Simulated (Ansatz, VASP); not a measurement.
Cu2NiO3 in VASP and in Ansatz

INCAR

```
SYSTEM = Cu2NiO3
PREC     = Accurate       ! precision mode
ENCUT    = 520            ! plane-wave cutoff, eV
EDIFF    = 1E-6           ! SCF threshold, eV
ISMEAR   = 0              ! smearing method
SIGMA    = 0.1            ! smearing width, eV
LREAL    = .FALSE.        ! projectors in reciprocal space
LASPH    = .TRUE.         ! aspherical terms in the spheres
NELM     = 150            ! most SCF steps
ALGO     = Normal         ! electronic algorithm
ISIF     = 2              ! what is computed and relaxed
LWAVE    = .FALSE.        ! write WAVECAR
LCHARG   = .FALSE.        ! write CHGCAR
ISPIN    = 2              ! spin polarisation
MAGMOM   = 1 1 2 0 0 0    ! initial moments
LORBIT   = 11             ! projections on sites
LMAXMIX  = 4              ! l up to which the mixer works
GGA      = PE             ! functional
NBANDS   = 38             ! bands
```

KPOINTS

```
Automatic mesh
0
G
  6 6 4
  0 0 0
```

The input POSCAR:

```
Cu2NiO3
1.0
    4.5790729000      0.0000000000      0.0000000000
   -2.2895364500      3.9655934600      0.0000000000
    0.0000000000      0.0000000000      3.7731058200
Cu Ni O
2 1 3
Direct
    0.3333333300      0.6666666700      0.0000000000
    0.6666666700      0.3333333300      0.0000000000
    0.0000000000      0.0000000000      0.0000000000
    0.5000000000      0.0000000000      0.5000000000
    0.0000000000      0.5000000000      0.5000000000
    0.5000000000      0.5000000000      0.5000000000
```

Input for Ansatz:

```yaml
crystal:
  lattice:
    - [4.5790729, 0.0, 0.0]
    - [-2.28953645, 3.96559346, 0.0]
    - [0.0, 0.0, 3.77310582]
  atoms:
    - { symbol: Cu, position: [0.33333333, 0.66666667, 0.0], spin: 1.0 }
    - { symbol: Cu, position: [0.66666667, 0.33333333, 0.0], spin: 1.0 }
    - { symbol: Ni, position: [0.0, 0.0, 0.0], spin: 2.0 }
    - { symbol: O, position: [0.5, 0.0, 0.5] }
    - { symbol: O, position: [0.0, 0.5, 0.5] }
    - { symbol: O, position: [0.5, 0.5, 0.5] }
basis:
  ecutwfc: 420
kpoints:
  mp_grid: { grid: [6, 6, 4] }
hamiltonian:
  xc: pbe
scf:
  occupations: { method: gaussian, width: 0.1 }
  lower_state_search: "off"
output:
  forces: true
  stress: true
  eigenvalues: true
  populations: true
magnetization:
  spin_polarized: true
```

Change from the starting cell: species swapped into the YCo3Ni2 type (P6/mmm, No. 191).

Alike in both runs: task single point; functional PBE; k mesh 6 × 6 × 4; occupations gaussian, width 0.1 eV; collinear spin.

|  | VASP | Ansatz |
| --- | --- | --- |
| version | VASP 6.6.1 | Ansatz 0.2.0 |
| potentials or method | VASP PAW PBE potentials, release 64 (Cu, Ni, O) | scalar-relativistic, plane waves, PAW |
| plane-wave cutoff (eV) | 520 | 420 |
| valence electrons in the cell | 50 | 74 |

```tsv
	VASP	Ansatz	Ansatz less VASP
gap on the k mesh at the Fermi level (eV)	none	none	-
pressure (GPa)	-9.7	-9.7	-0.01
largest component of the traceless stress (GPa)	19.60	19.71	+0.107
net moment per atom (μB)	0.34	0.34	-0.001
size of the moment on the site where the two differ most (μB)	0.28	0.30	+0.025
```

Site moments also hang on the region over which each program counts them. A gap of «none» marks a metal or a gap that the smearing closes. The two sets of potentials don't hold the same shells in valence.

Caveats: the k mesh is coarse (spacing up to 0.42 Å⁻¹), so the values aren't converged; semilocal functionals often make such compounds metallic where correlation or magnetic order opens a gap, which also shifts bond lengths.
